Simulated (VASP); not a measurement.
A run of VASP 6.6.1 is set up as follows.

The input INCAR:

```
SYSTEM = CuF
PREC = Accurate
ENCUT = 520
EDIFF = 1E-6
ISMEAR = -1
SIGMA = 0.02
LREAL = .FALSE.
LASPH = .TRUE.
NELM = 100
ALGO = Fast
ISIF = 2
LWAVE = .FALSE.
LCHARG = .FALSE.
GGA = PE
NBANDS = 16
```

KPOINTS

```
regular mesh
0
G
  6 6 6
  0 0 0
```

Contents of POSCAR:

```
CuF
1.0
    2.7384616615      0.0000000000      0.0000000000
    0.0000000000      2.7384616615      0.0000000000
    0.0000000000      0.0000000000      2.7384616615
Cu F
1 1
Direct
    0.0000000000      0.0000000000      0.0000000000
    0.5000000000      0.5000000000      0.5000000000
```

Potentials or basis: VASP PAW PBE potentials, release 64 (Cu, F).

Command:

```bash
$ cat potpaw_PBE.64/Cu/POTCAR potpaw_PBE.64/F/POTCAR > POTCAR
$ mpirun -np 1 vasp_std > vasp.out
```

Q: Estimate the pressure.

A: 6.6 GPa.

Q: Predict the band gap on the k mesh.

A: None (metal or under the smearing width).

Caveat: the k mesh is coarse (spacing up to 0.38 Å⁻¹), so the values aren't converged; the run has no spin polarisation, though such a crystal can be magnetic; semilocal functionals often make such compounds metallic where correlation or magnetic order opens a gap, which also shifts bond lengths. With open d or f shells a metallic result of PBE can be an artefact of self-interaction; +U or a hybrid may open a gap.
